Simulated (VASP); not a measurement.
**NiAl (CsCl type): computed properties**

Method: LDA (Ceperley-Alder, Perdew-Zunger), VASP's LDA PAW potentials (set 64) (plane waves; VASP 6.6.1).

```
Quantity                                                              Result
----------------------------------  ----------------------------------------
space group                                                      Pm-3m (221)
cell                                 a = b = c = 2.833 Å, α = β = γ = 90.00°
volume per atom                                                11.37 Å³/atom
band gap (over mesh and band path)  none (metal, semimetal or under 0.01 eV)
band gap with spin-orbit coupling                            none (metallic)
density                                                           6.26 g/cm³
```

```cif
data_AlNi
_chemical_formula_sum 'Al1 Ni1'
_space_group_name_H-M_alt 'Pm-3m'
_space_group_IT_number 221
_space_group_name_Hall '-P 4 2 3'
_cell_length_a 2.83290
_cell_length_b 2.83290
_cell_length_c 2.83290
_cell_angle_alpha 90.000
_cell_angle_beta 90.000
_cell_angle_gamma 90.000
loop_
_atom_site_label
_atom_site_type_symbol
_atom_site_symmetry_multiplicity
_atom_site_Wyckoff_symbol
_atom_site_fract_x
_atom_site_fract_y
_atom_site_fract_z
_atom_site_occupancy
Al1 Al 1 b 0.50000 0.50000 0.50000 1
Ni1 Ni 1 a 0.00000 0.00000 0.00000 1
```

Measured: a 2.882 Å at 0 K (computed value off by -1.7 %), as given by H. Levämäki et al., Physical Review B (2014), arXiv:1402.3671 [extrapolated to 0 K, zero-point anharmonic expansion removed (Haas, Tran, Blaha 2009)].

The compound is NiAl in the CsCl type structure. It was relaxed first, which changed the volume by -6 %. Symmetry was kept, so distortions that lower it aren't found. The run is not spin-polarised, so no magnetic state was tried. The electron count is odd and the run is not spin-polarised, which forces a metal.
